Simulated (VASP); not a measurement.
Given:

```
CELL_PARAMETERS angstrom
      4.15893     0.00000     0.00000
      0.00000     4.15893     0.00000
      0.00000     0.00000     4.15893
ATOMIC_POSITIONS crystal
  Ba 0.00000 0.00000 0.00000
  Hf 0.50000 0.50000 0.50000
  O  0.50000 0.00000 0.50000
  O  0.00000 0.50000 0.50000
  O  0.50000 0.50000 0.00000
```

Computed with PBE GGA, VASP's PBE PAW potentials (set 64) (plane waves; VASP). Run with 620 eV cut-off, 5×5×5 Γ-centred mesh, Gaussian smearing of 0.050 eV, potentials Ba_sv Hf_pv O.

Energy and stress use the plane-wave basis of the starting cell.

The ions, cell shape and volume at an external pressure of 10.0 GPa are relaxed. Give the cell that the relaxation ends in.

```
CELL_PARAMETERS angstrom
      4.12285     0.00000     0.00000
      0.00000     4.12285     0.00000
      0.00000     0.00000     4.12285
ATOMIC_POSITIONS crystal
  Ba 0.00000 0.00000 0.00000
  Hf 0.50000 0.50000 0.50000
  O  0.50000 0.00000 0.50000
  O  0.00000 0.50000 0.50000
  O  0.50000 0.50000 0.00000
```
Space group Pm-3m (221), at a tolerance of 0.03 Å.

How do energy and volume change from the first to the last step?

The energy (σ→0) changes by +17.1 meV/atom and the volume by -2.6 %, in 3 ionic steps.

The compound is BaHfO3 in the cubic perovskite structure. This run relaxes it under an external pressure of 10 GPa. Symmetry was kept, so distortions that lower it aren't found.
